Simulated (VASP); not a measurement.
Input:

```
CaO
1.0
    0.00000     2.39305     2.39305
    2.39305     0.00000     2.39305
    2.39305     2.39305     0.00000
Ca O
1 1
Direct
  0.00000   0.00000   0.00000
  0.50000   0.50000   0.50000
```

All values below come from vdW-DF-cx, VASP's PBE PAW potentials (set 64) (plane waves; VASP). Numerical set-up: 520 eV cut-off, Gaussian smearing of 0.050 eV, potentials Ca_sv O.

Question: Give the energies of bands 6 to 11 at the high-symmetry points, in eV from the valence-band maximum.

Answer: 
```csv
band,Γ,X,U,L,W
6,0.00,-1.30,-1.35,-2.68,-1.31
7,0.00,-0.37,-1.21,-1.23,-1.06
8,0.00,-0.37,-0.80,-1.23,-1.06
9,4.84,3.62,5.15,7.12,6.36
10,6.25,8.16,8.07,8.44,6.36
11,6.25,8.99,8.68,8.44,8.50
```

The gap is indirect, 3.62 eV, from the valence maximum at Γ to the conduction minimum at X.

The compound is CaO in the rock salt structure. It was relaxed first.
